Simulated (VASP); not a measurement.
Method: LDA (Ceperley-Alder, Perdew-Zunger), VASP's LDA PAW potentials (set 64) (plane waves; VASP 6.6.1).

A VASP calculation is set up with these files.

POSCAR:
```
BP
1.0
  0.0000000000   2.1749455374   2.1749455374
  2.1749455374   0.0000000000   2.1749455374
  2.1749455374   2.1749455374   0.0000000000
B P
1 1
Direct
  0.0000000000   0.0000000000   0.0000000000
  0.2500000000   0.2500000000   0.2500000000
```

KPOINTS:
```
Automatic mesh
0
gamma
  10 10 10
0 0 0
```

### INCAR
```
SYSTEM=BP
PREC=Accurate; ENCUT=620; LREAL=F
LASPH=T
EDIFF=1E-6; NELM=100; ALGO=Normal
ISMEAR=0; SIGMA=0.05
IBRION=2; NSW=40; ISIF=3
EDIFFG=-0.02; PSTRESS=200
LWAVE=F; LCHARG=F
```

POTCAR, in this order: B P (LDA.64 set). Program: vasp_std.

What VASP printed:

OSZICAR:
```
       N       E                     dE             d eps       ncg     rms          rms(c)
DAV:   1     0.120810863174E+02    0.12081E+02   -0.47086E+03   760   0.104E+03
DAV:   2    -0.151613341773E+02   -0.27242E+02   -0.25749E+02  1128   0.124E+02
DAV:   3    -0.154345898035E+02   -0.27326E+00   -0.27326E+00   928   0.163E+01
DAV:   4    -0.154350748139E+02   -0.48501E-03   -0.48501E-03  1184   0.687E-01
DAV:   5    -0.154350751640E+02   -0.35012E-06   -0.35012E-06   984   0.128E-02    0.880E+00
DAV:   6    -0.144576420591E+02    0.97743E+00   -0.24139E+00   848   0.902E+00    0.465E+00
DAV:   7    -0.142965977816E+02    0.16104E+00   -0.45948E-01  1144   0.417E+00    0.141E+00
DAV:   8    -0.142827787580E+02    0.13819E-01   -0.38947E-02   824   0.134E+00    0.299E-01
DAV:   9    -0.142828118335E+02   -0.33075E-04   -0.53078E-04  1120   0.226E-01    0.197E-01
DAV:  10    -0.142828005239E+02    0.11310E-04   -0.12166E-04   808   0.786E-02    0.275E-02
DAV:  11    -0.142828026374E+02   -0.21135E-05   -0.44771E-06  1120   0.162E-02    0.412E-02
DAV:  12    -0.142828025073E+02    0.13006E-06   -0.10943E-06   488   0.609E-03
   1 F= -.11714214E+02 E0= -.11714214E+02  d E =-.117142E+02
```

### OUTCAR
```
------------------------ aborting loop because EDIFF is reached ----------------------------------------
  FORCE on cell =-STRESS in cart. coord.  units (eV):
  Direction    XX          YY          ZZ          XY          YZ          ZX
  --------------------------------------------------------------------------------------
  Total        2.5497682      2.5497682      2.5497682     -0.0000000     -0.0000000     -0.0000000
  in kB      198.5345650    198.5345650    198.5345650     -0.0000000     -0.0000000     -0.0000000
  external PRESSURE =      -1.4654350 kB  Pullay stress =     200.0000000 kB
  volume of cell :       20.58
      direct lattice vectors                 reciprocal lattice vectors
     0.000000000  2.174945537  2.174945537    -0.229890814  0.229890814  0.229890814
     2.174945537  0.000000000  2.174945537     0.229890814 -0.229890814  0.229890814
     2.174945537  2.174945537  0.000000000     0.229890814  0.229890814 -0.229890814
  FREE ENERGIE OF THE ION-ELECTRON SYSTEM (eV)
  ---------------------------------------------------
  free  energy   TOTEN  =       -14.2828025073 eV

  energy  without entropy=      -14.2828025073  energy(sigma->0) =      -14.28280251
  enthalpy is  TOTEN    =       -11.7142138061 eV   P V=        2.5685887012

 reached required accuracy - stopping structural energy minimisation
```
(Selected blocks of OUTCAR.)

The compound is BP in the zinc blende structure. It was relaxed first under an external pressure of 20 GPa.
